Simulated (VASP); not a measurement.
## Ga2O3: cell size against the level of theory

How close do the usual functionals, with and without dispersion, come to the cell of Ga2O3? The levels: LDA, PBE, r2SCAN, PBE + D3(BJ), r2SCAN + rVV10, revPBE + D3(BJ), vdW-DF-cx and PBE + D4. LASPH is on for some levels and off for others; the table marks which. The start is a cell from a database of measured crystal structures.

Calculated with VASP 6.6.1; LDA; plane waves and PAW (Ga_d, O), in the first sound run; inputs show where later runs differ.

**What experiment says.**

“Band-to-band transitions, selection rules, effective mass and exciton binding energy parameters in monoclinic beta-Ga2O3” (2017, arxiv:1704.06711) quotes from earlier work for Ga2O3, beta (monoclinic) (literature experimental value): lattice constant a (a, conventional base-centred cell, first experimental column (Ref. 76)) 12.214 Å [Literature experimental value quoted for comparison]; lattice constant b (b, first experimental column (Ref. 76)) 3.0371 Å [Literature experimental value quoted for comparison]; lattice constant c (c, first experimental column (Ref. 76)) 5.7981 Å [Literature experimental value quoted for comparison].

Most raw output is cut from this account.

### Step 1. Set-up

Before any relaxation, the start is as follows. Symmetry: C2/m, No. 12, monoclinic system. Conventional cell: a = 12.214 Å, b = 3.037 Å, c = 5.798 Å, α = 90.00°, β = 103.83°, γ = 90.00°. Ga has 4 O at 1.83 to 1.86 Å nearest. Nearest to Ga lie 6 O at 1.94 to 2.07 Å. Nearest to O lie 3 Ga at 1.83 to 1.94 Å. Nearest to O lie 4 Ga at 1.86 to 2.07 Å. Nearest to O lie 3 Ga at 1.83 to 1.94 Å. Farther neighbours and most contacts between anions are not listed.

### Step 2. Relaxation with LDA

The start need not lie at this functional's minimum. ISIF = 3 frees volume, shape and positions, and EDIFFG sets the threshold on forces and stress at which the search stops. LDA, the lowest rung, knows the local density alone.

INCAR reads:

```
SYSTEM = Ga2O3
PREC = Accurate
ENCUT = 560
EDIFF = 1E-06
NELM = 100
ISMEAR = -1
SIGMA = 0.05
LREAL = .FALSE.
ALGO = Normal
GGA = CA
NBANDS = 54
LORBIT = 11
LWAVE = .FALSE.
LCHARG = .FALSE.
KPAR = 8
IBRION = 2
NSW = 60
ISIF = 3
EDIFFG = -0.01
```

POSCAR reads:

```
Ga2O3
1.0
    0.0000000000      3.0371000000      0.0000000000
   -1.3859888959      0.0000000000      5.6300087380
    6.1070000000     -1.5185500000      0.0000000000
Ga O
4 6
Direct
    0.0905000000      0.7946000000      0.1810000000
    0.9095000000      0.2054000000      0.8190000000
    0.6586600000      0.3140200000      0.3173200000
    0.3413400000      0.6859800000      0.6826800000
    0.1645000000      0.1098000000      0.3290000000
    0.8355000000      0.8902000000      0.6710000000
    0.1733000000      0.5632000000      0.3466000000
    0.8267000000      0.4368000000      0.6534000000
    0.4959000000      0.2566000000      0.9918000000
    0.5041000000      0.7434000000      0.0082000000
```

KPOINTS reads:

```
Automatic mesh
0
Gamma
7 4 7
0 0 0
```

PAW data sets: Ga_d and O (PBE family, release 64).

Run with:

```
$ mpirun -np 8 vasp_std
```

The job ended after 3.8 min (8 MPI ranks of AMD EPYC 9R45, shared host; peak memory 3.2 GiB).

The gap is read on the k-mesh alone, so it is an upper bound where the band edges lie off the mesh. The PAW data sets were made with PBE, though LDA sets exist; this is a small mismatch. The run keeps the 4 symmetry operations of its start, so it cannot find a distortion of lower symmetry.

Step by step:

```
step  energy less that of the first step (eV)  largest force (eV/Å)  pressure (GPa)  volume (Å³)
   1                                   0.0000                0.0808           -2.85       104.42
   2                                  -0.0013                0.1729            2.86       101.64
   3                                  -0.0136                0.0856            0.05       102.99
   4                                  -0.0144                0.0519           -0.04       102.95
   5                                  -0.0144                0.0524           -0.04       102.95
   6                                  -0.0147                0.0357            0.02       102.91
   7                                  -0.0148                0.0466            0.05       102.88
   8                                  -0.0150                0.0207            0.00       102.87
   9                                  -0.0151                0.0206           -0.04       102.87
  10                                  -0.0151                0.0212           -0.05       102.87
  11                                  -0.0151                0.0216           -0.01       102.84
  12                                  -0.0152                0.0224            0.09       102.81
  13                                  -0.0152                0.0186            0.01       102.81
  14                                  -0.0153                0.0207           -0.06       102.82
  15                                  -0.0153                0.0222           -0.07       102.82
  16                                  -0.0153                0.0089            0.03       102.79
```

```
     cell as run  before   after  change
           a (Å)   3.037   3.022  -0.5 %
           b (Å)   5.798   5.762  -0.6 %
           c (Å)   6.293   6.262  -0.5 %
           α (°)  103.41  103.31  -0.1 %
volume (Å³/atom)   10.44   10.28  -1.6 %
```

The atoms that moved most (Å, as changes of fractional coordinates times the final cell):

| atom | dx | dy | dz | length |
| --- | --- | --- | --- | --- |
| O6 | -0.018 | 0.000 | 0.002 | 0.018 |
| O5 | 0.018 | 0.000 | -0.002 | 0.018 |
| O10 | -0.008 | 0.000 | 0.004 | 0.009 |
| O9 | 0.008 | 0.000 | -0.004 | 0.009 |
| O7 | -0.001 | 0.000 | -0.007 | 0.007 |
| O8 | 0.001 | 0.000 | 0.007 | 0.007 |

The relaxed structure:

```xyz
10
Lattice="0.0000 3.0220 0.0000 -1.3729 0.0000 5.5959 6.0769 -1.5110 0.0068" Properties=species:S:1:pos:R:3 pbc="T T T"
Ga    0.0116    0.0000    4.4512
Ga    4.6924    1.5110    1.1515
Ga    1.4994    1.5110    1.7615
Ga    3.2046    0.0000    3.8412
O     1.8662    0.0000    0.6147
O     2.8379    1.5110    4.9880
O     1.3321    0.0000    3.1471
O     3.3719    1.5110    2.4556
O     5.6828    0.0000    1.4386
O    -0.9787    1.5110    4.1641
```

A gap read on the k-mesh alone can miss the band edges.

This step gave:

```
electrons                       : 88
bands                           : 54
irreducible k-points            : 60
symmetry operations             : 4
free energy (TOTEN)             : -68.6381 eV
Fermi energy                    : 4.841 eV
pressure                        : 0.02952 GPa
metallic                        : no
valence top at k                : 0.1429, 0.5, 0.4286
conduction bottom at k          : 0, 0, 0
least direct gap at k           : 0, 0, 0
SCF cycles over all ionic steps : 99
gap on the k-mesh               : 2.462 eV
least direct gap on the k-mesh  : 2.477 eV
```

It ends with a largest force of 0.009 eV/Å and a pressure of 0.03 GPa. The volume lies -1.6 % from that of the database's start, which holds the thermal and zero-point expansion of its experiment. The conventional cell has a = 12.154, b = 3.022 and c = 5.762 Å.

### Step 3. Relaxation with PBE

This step: PBE; plane waves and PAW (Ga_d, O) (VASP 6.6.1).

PBE, the usual starting point, adds the gradient of the density.

INCAR: that of step 2 with these lines changed.

```diff
@@ -9,3 +9,3 @@
 ALGO = Normal
-GGA = CA
+GGA = PE
 NBANDS = 54
```

POSCAR is that of step 2.

KPOINTS is that of step 2.

Run with:

```
$ mpirun -np 8 vasp_std
```

It took 6.1 min on 8 MPI ranks; peak memory 3.5 GiB.

The steps of the relaxation (22 of 27):

```
step  energy less that of the first step (eV)  largest force (eV/Å)  pressure (GPa)  volume (Å³)
   1                                   0.0000                0.2505           10.03       104.42
   2                                  -0.0403                0.3986           -7.13       114.62
   3                                  -0.1604                0.1641            0.05       109.69
   5                                  -0.1627                0.0703            0.12       109.78
   6                                  -0.1628                0.0525            0.17       109.74
   7                                  -0.1634                0.0389           -0.15       109.93
   8                                  -0.1634                0.0386           -0.18       109.95
  10                                  -0.1638                0.0252            0.19       109.81
  11                                  -0.1640                0.0205            0.03       109.91
  12                                  -0.1640                0.0209            0.05       109.91
  13                                  -0.1640                0.0175           -0.03       109.95
  15                                  -0.1641                0.0129            0.06       109.94
  16                                  -0.1641                0.0117            0.10       109.92
  17                                  -0.1641                0.0108           -0.02       109.94
  18                                  -0.1641                0.0117           -0.03       109.95
  20                                  -0.1641                0.0131            0.02       109.96
  21                                  -0.1641                0.0137           -0.03       109.97
  22                                  -0.1641                0.0142           -0.05       109.96
  23                                  -0.1642                0.0133            0.01       109.96
  25                                  -0.1642                0.0157            0.06       109.94
  26                                  -0.1642                0.0119           -0.01       109.95
  27                                  -0.1642                0.0085            0.04       109.95
```

```
     cell as run  before   after  change
           a (Å)   3.037   3.087  +1.6 %
           b (Å)   5.798   5.883  +1.5 %
           c (Å)   6.293   6.419  +2.0 %
           α (°)  103.41  103.29  -0.1 %
           β (°)  103.96  103.91  -0.0 %
volume (Å³/atom)   10.44   10.99  +5.3 %
```

Final coordinates:

```
Ga O
1.0
     0.00000    3.08699    0.00000
    -1.40394    0.00000    5.71347
     6.23097   -1.54349    0.01104
Ga O
4 6
Direct
  0.09001 0.79490 0.18001
  0.90999 0.20510 0.81999
  0.65846 0.31421 0.31692
  0.34154 0.68579 0.68308
  0.16380 0.10913 0.32759
  0.83620 0.89087 0.67241
  0.17356 0.56407 0.34712
  0.82644 0.43593 0.65288
  0.49592 0.25662 0.99184
  0.50408 0.74338 0.00816
```

This step gave:

```
free energy (TOTEN)             : -59.6561 eV
Fermi energy                    : 4.466 eV
pressure                        : 0.04237 GPa
SCF cycles over all ionic steps : 153
gap on the k-mesh               : 1.965 eV
least direct gap on the k-mesh  : 1.984 eV
```

It ends at 10.99 Å³/atom, +5.3 % from the start, with 0.04 GPa left. The conventional cell has a = 12.462, b = 3.087 and c = 5.883 Å.

### Step 4. Relaxation with r2SCAN

This step: r2SCAN; plane waves and PAW (Ga_d, O) (VASP 6.6.1).

r2SCAN adds the kinetic-energy density, costs more than a GGA and is run with LASPH.

INCAR: that of step 3 with these lines changed.

```diff
@@ -9,3 +9,4 @@
 ALGO = Normal
-GGA = PE
+METAGGA = R2SCAN
+LASPH = .TRUE.
 NBANDS = 54
```

POSCAR is that of step 3.

KPOINTS is that of step 3.

Run with:

```
$ mpirun -np 8 vasp_std
```

The job ended after 12 min (8 MPI ranks; peak memory 3.6 GiB).

The PAW data sets were made with PBE, which is usual practice but a small mismatch for other functionals.

Step by step:

| step | energy less that of the first step (eV) | largest force (eV/Å) | pressure (GPa) | volume (Å³) |
| --- | --- | --- | --- | --- |
| 1 | 0.0000 | 0.1758 | 2.87 | 104.42 |
| 2 | 0.0023 | 0.1925 | -2.91 | 107.28 |
| 3 | -0.0142 | 0.0313 | 0.06 | 105.78 |
| 4 | -0.0142 | 0.0338 | 0.00 | 105.81 |
| 5 | -0.0144 | 0.0410 | -0.13 | 105.87 |
| 6 | -0.0144 | 0.0243 | -0.03 | 105.85 |
| 7 | -0.0145 | 0.0106 | -0.03 | 105.84 |
| 8 | -0.0146 | 0.0153 | -0.02 | 105.84 |
| 9 | -0.0146 | 0.0169 | -0.01 | 105.84 |
| 10 | -0.0146 | 0.0105 | 0.00 | 105.82 |
| 11 | -0.0146 | 0.0105 | 0.01 | 105.82 |
| 12 | -0.0146 | 0.0062 | 0.01 | 105.82 |

| cell as run | before | after | change |
| --- | --- | --- | --- |
| a (Å) | 3.037 | 3.047 | +0.3 % |
| b (Å) | 5.798 | 5.823 | +0.4 % |
| c (Å) | 6.293 | 6.328 | +0.5 % |
| α (°) | 103.41 | 103.39 | -0.0 % |
| β (°) | 103.96 | 103.93 | -0.0 % |
| volume (Å³/atom) | 10.44 | 10.58 | +1.3 % |

The relaxed structure:

```xyz
10
Lattice="0.0000 3.0470 0.0000 -1.3916 0.0000 5.6546 6.1414 -1.5235 0.0024" Properties=species:S:1:pos:R:3 pbc="T T T"
Ga    0.0089    0.0000    4.4969
Ga    4.7409    1.5235    1.1601
Ga    1.5105    1.5235    1.7813
Ga    3.2393    0.0000    3.8756
O     1.8694    0.0000    0.6205
O     2.8804    1.5235    5.0365
O     1.3453    0.0000    3.1844
O     3.4045    1.5235    2.4725
O     5.7390    0.0000    1.4508
O    -0.9892    1.5235    4.2062
```

It ends at 10.58 Å³/atom, +1.3 % from the start, with 0.01 GPa left. The conventional cell has a = 12.283, b = 3.047 and c = 5.823 Å.

### Step 5. Relaxation with PBE + D3(BJ)

This step: PBE with D3(BJ); plane waves and PAW (Ga_d, O) (VASP 6.6.1).

A dispersion term adds the long-range attraction that semilocal functionals lack. D3 with Becke-Johnson damping keeps a finite attraction at short range.

INCAR: that of step 4 with these lines changed.

```diff
@@ -9,4 +9,4 @@
 ALGO = Normal
-METAGGA = R2SCAN
-LASPH = .TRUE.
+GGA = PE
+IVDW = 12
 NBANDS = 54
```

POSCAR is that of step 4.

KPOINTS is that of step 4.

Run with:

```
$ mpirun -np 8 vasp_std
```

Wall time 3.4 min (8 MPI ranks); peak memory 3.6 GiB; 27 min of CPU time.

Relaxation path:

```
step  energy less that of the first step (eV)  largest force (eV/Å)  pressure (GPa)  volume (Å³)
   1                                   0.0000                0.2526            6.89       104.42
   2                                  -0.0142                0.3058           -5.47       111.36
   3                                  -0.0772                0.1007           -0.01       107.98
   4                                  -0.0771                0.0974            0.22       107.91
   5                                  -0.0780                0.0645            0.03       108.03
   6                                  -0.0781                0.0312            0.07       108.00
   7                                  -0.0784                0.0231           -0.13       108.08
   8                                  -0.0784                0.0235           -0.14       108.09
   9                                  -0.0785                0.0241            0.06       108.01
  10                                  -0.0786                0.0246            0.10       107.97
  11                                  -0.0787                0.0127           -0.04       108.01
  12                                  -0.0787                0.0133           -0.04       108.01
  13                                  -0.0787                0.0089            0.03       107.99
```

```csv
cell as run,before,after,change
a (Å),3.037,3.070,+1.1 %
b (Å),5.798,5.852,+0.9 %
c (Å),6.293,6.373,+1.3 %
α (°),103.41,103.26,-0.2 %
β (°),103.96,103.94,-0.0 %
volume (Å³/atom),10.44,10.80,+3.4 %
```

The atoms that moved most (Å, as changes of fractional coordinates times the final cell):

| atom | dx | dy | dz | length |
| --- | --- | --- | --- | --- |
| O6 | -0.013 | 0.000 | 0.005 | 0.014 |
| O5 | 0.013 | 0.000 | -0.005 | 0.014 |
| O10 | -0.003 | 0.000 | 0.005 | 0.006 |
| O9 | 0.003 | 0.000 | -0.005 | 0.006 |

Final coordinates:

```xyz
10
Lattice="0.0000 3.0702 0.0000 -1.3932 0.0000 5.6839 6.1853 -1.5351 0.0115" Properties=species:S:1:pos:R:3 pbc="T T T"
Ga    0.0119    0.0000    4.5218
Ga    4.7803    1.5351    1.1735
Ga    1.5252    1.5351    1.7880
Ga    3.2669    0.0000    3.9074
O     1.8954    0.0000    0.6225
O     2.8967    1.5351    5.0729
O     1.3586    0.0000    3.2028
O     3.4336    1.5351    2.4926
O     5.7806    0.0000    1.4651
O    -0.9884    1.5351    4.2302
```

It ends at 10.80 Å³/atom, +3.4 % from the start, with 0.03 GPa left. The conventional cell has a = 12.371, b = 3.070 and c = 5.852 Å. Against plain PBE, the dispersion term moves a by -0.7 %, b by -0.5 % and c by -0.5 %.

### Step 6. Relaxation with r2SCAN + rVV10

This step: r2SCAN with rVV10; plane waves and PAW (Ga_d, O) (VASP 6.6.1).

LUSE_VDW switches on a nonlocal correlation term for dispersion.

INCAR: that of step 5 with these lines changed.

```diff
@@ -9,4 +9,8 @@
 ALGO = Normal
-GGA = PE
-IVDW = 12
+METAGGA = R2SCAN
+LUSE_VDW = .TRUE.
+IVDW_NL = 2
+BPARAM = 11.95
+CPARAM = 0.0093
+LASPH = .TRUE.
 NBANDS = 54
```

POSCAR is that of step 5.

KPOINTS is that of step 5.

Run with:

```
$ mpirun -np 8 vasp_std
```

The job ended after 21 min (8 MPI ranks; peak memory 5.2 GiB; 2.8 h of CPU time).

It ends at 10.49 Å³/atom, +0.5 % from the start, with 0.03 GPa left. The conventional cell has a = 12.231, b = 3.040 and c = 5.810 Å. Against plain r2SCAN, the dispersion term moves a by -0.4 %, b by -0.2 % and c by -0.2 %.

(Part 1 of 2 ends here.)

[Lines on the potential files, build, host, timing and source positions are cut from VASP's logs without a mark.]

[Logs are printed without paths, hosts, clocks, repeated set-up lines and the standing remarks that a program may print on its own settings, such as how far it seeks lower states.]

[Hosts, paths, dates, database ids (printed as entryN), source tags and the programs' standing remarks are cut or masked in the printed files.]

[A measured line is paired with the nearest computed mode of its activity, which favours agreement.]
